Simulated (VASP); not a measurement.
Calculation: PBE GGA, VASP's PBE PAW potentials (set 64) (plane waves; VASP).

The input files of a VASP run:

INCAR:
```
LASPH=.True.   ! aspherical one-centre terms
ALGO=Normal   ! blocked Davidson
ISMEAR=-5   ! tetrahedra, Bloechl
LORBIT=11   ! lm-projected
PREC=Accurate
NEDOS=601   ! DOS grid
EDIFF=1E-7
LREAL=.False.
SYSTEM=MoSi2
GGA=PE   ! PBE
ISIF=2
LMAXMIX=4   ! l cut-off of mixed one-centre charges
LCHARG=.True.
ENCUT=400   ! plane-wave cut-off (eV)
LEFG=.True.
NELM=100   ! most electronic steps
LWAVE=.False.
```

KPOINTS:
```
Automatic mesh
0
Gamma
15 15 15
0 0 0
```

**POSCAR**
```
MoSi2
1
   -1.6081683245     1.6081683245     3.9339107383
    1.6081683245    -1.6081683245     3.9339107383
    1.6081683245     1.6081683245    -3.9339107383
Si Mo
2 1
Direct
  0.6649019934   0.6649019934   0.0000000000
  0.3350980066   0.3350980066   0.0000000000
  0.0000000000   0.0000000000   0.0000000000
```

POTCAR, in this order: Si Mo_sv (PBE.64 set). Program: vasp_std.

The run wrote:

OSZICAR:
```
       N       E                     dE             d eps       ncg     rms          rms(c)
DAV:   1     0.977523778634E+02    0.97752E+02   -0.99482E+03  8728   0.114E+03
DAV:   2    -0.219206698294E+02   -0.11967E+03   -0.11860E+03 10845   0.297E+02
DAV:   3    -0.241629161865E+02   -0.22422E+01   -0.22327E+01 11447   0.375E+01
DAV:   4    -0.241731148523E+02   -0.10199E-01   -0.10206E-01 10131   0.297E+00
DAV:   5    -0.241732031725E+02   -0.88320E-04   -0.88499E-04 11643   0.245E-01    0.209E+01
DAV:   6    -0.234230623592E+02    0.75014E+00   -0.76389E+00 10075   0.188E+01    0.456E+00
DAV:   7    -0.232940576431E+02    0.12900E+00   -0.11643E+00  9776   0.684E+00    0.437E+00
DAV:   8    -0.232592803136E+02    0.34777E-01   -0.11924E-01 10236   0.286E+00    0.448E-01
DAV:   9    -0.232585959218E+02    0.68439E-03   -0.22574E-03 10824   0.417E-01    0.250E-01
DAV:  10    -0.232585627303E+02    0.33192E-04   -0.71963E-04 10397   0.249E-01    0.553E-02
DAV:  11    -0.232585399435E+02    0.22787E-04   -0.26258E-04 10327   0.128E-01    0.406E-02
DAV:  12    -0.232585411445E+02   -0.12010E-05   -0.27810E-05  9847   0.386E-02    0.953E-03
DAV:  13    -0.232585410018E+02    0.14266E-06   -0.10683E-06 11356   0.660E-03    0.126E-03
DAV:  14    -0.232585409540E+02    0.47804E-07   -0.38059E-08  5300   0.140E-03
   1 F= -.23258541E+02 E0= -.23258541E+02  d E =0.000000E+00
```

OUTCAR:
```
------------------------ aborting loop because EDIFF is reached ----------------------------------------
  FORCE on cell =-STRESS in cart. coord.  units (eV):
  Direction    XX          YY          ZZ          XY          YZ          ZX
  --------------------------------------------------------------------------------------
  Total       -0.0073558     -0.0073558      0.0066726      0.0000000      0.0000000     -0.0000000
  in kB       -0.2895973     -0.2895973      0.2626990      0.0000000      0.0000000     -0.0000000
  external PRESSURE =      -0.1054985 kB  Pullay stress =       0.0000000 kB
  volume of cell :       40.70
      direct lattice vectors                 reciprocal lattice vectors
    -1.608168325  1.608168325  3.933910738     0.000000000  0.310912727  0.127099986
     1.608168325 -1.608168325  3.933910738     0.310912727  0.000000000  0.127099986
     1.608168325  1.608168325 -3.933910738     0.310912727  0.310912727  0.000000000
 POSITION                                       TOTAL-FORCE (eV/Angst)
 -----------------------------------------------------------------------------------
      0.00000      0.00000      5.23133         0.000000      0.000000     -0.009935
      0.00000      0.00000      2.63649         0.000000      0.000000      0.009935
      0.00000      0.00000      0.00000        -0.000000     -0.000000      0.000000
 -----------------------------------------------------------------------------------
    total drift:                                0.000000     -0.000000      0.000000
  FREE ENERGIE OF THE ION-ELECTRON SYSTEM (eV)
  ---------------------------------------------------
  free  energy   TOTEN  =       -23.2585409540 eV

  energy  without entropy=      -23.2585409540  energy(sigma->0) =      -23.25854095

 total charge

# of ion       s       p       d       tot
------------------------------------------
    1        0.742   0.870   0.000   1.611
    2        0.742   0.870   0.000   1.611
    3        2.282   6.204   4.164  12.649
--------------------------------------------------
tot          3.765   7.943   4.164  15.872
```
(Selected blocks of OUTCAR.)

For a metal the tetrahedron method with Blöchl corrections gives inexact stress and forces.

The compound is MoSi2 in the MoSi2 type structure. It was relaxed first.
